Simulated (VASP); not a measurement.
Input:

```
CELL_PARAMETERS angstrom
      6.15885     0.00000     0.00000
      0.00000     6.15885     0.00000
      0.00000     0.00000     6.15885
ATOMIC_POSITIONS crystal
  Zn 0.00000 0.00000 0.00000
  Zn 0.50000 0.50000 0.00000
  Zn 0.50000 0.00000 0.50000
  Te 0.25785 0.24215 0.24215
  Te 0.74215 0.75785 0.24215
  Te 0.74215 0.24215 0.75785
  Te 0.25785 0.75785 0.75785
  Mg 0.00000 0.50000 0.50000
```

Method: PBEsol GGA, VASP's PBE PAW potentials (set 64) (plane waves; VASP 6.6.1). Numerical set-up: 400 eV cut-off, Gaussian smearing of 0.050 eV, potentials Zn Te Mg.

Unless said otherwise, spin-orbit coupling is left out, though it shifts the bands of the heavy elements here.

Task: Give the energies of bands 23 to 36 at the high-symmetry points, in eV from the valence-band maximum.

Result: 
```tsv
band	Γ	X	M	R
23	-2.01	-2.69	-3.36	-4.22
24	-2.01	-2.67	-2.64	-0.94
25	-2.01	-2.41	-2.30	-0.94
26	-1.95	-2.41	-2.30	-0.74
27	-1.95	-2.35	-2.24	-0.74
28	-1.95	-1.33	-0.96	-0.74
29	0.00	-1.33	-0.82	-0.74
30	0.00	-0.98	-0.77	-0.74
31	0.00	-0.98	-0.77	-0.74
32	1.33	2.73	3.15	1.78
33	2.31	3.00	3.15	1.78
34	2.31	3.62	3.45	1.78
35	2.34	3.74	3.94	3.06
36	2.34	4.65	5.22	4.96
```

The gap is direct, 1.33 eV, from the valence maximum at Γ to the conduction minimum at Γ.

The structure was generated: MgZn3Te4 was put into an ordered model structure (P-43m), which need not be its known phase. It was relaxed first.
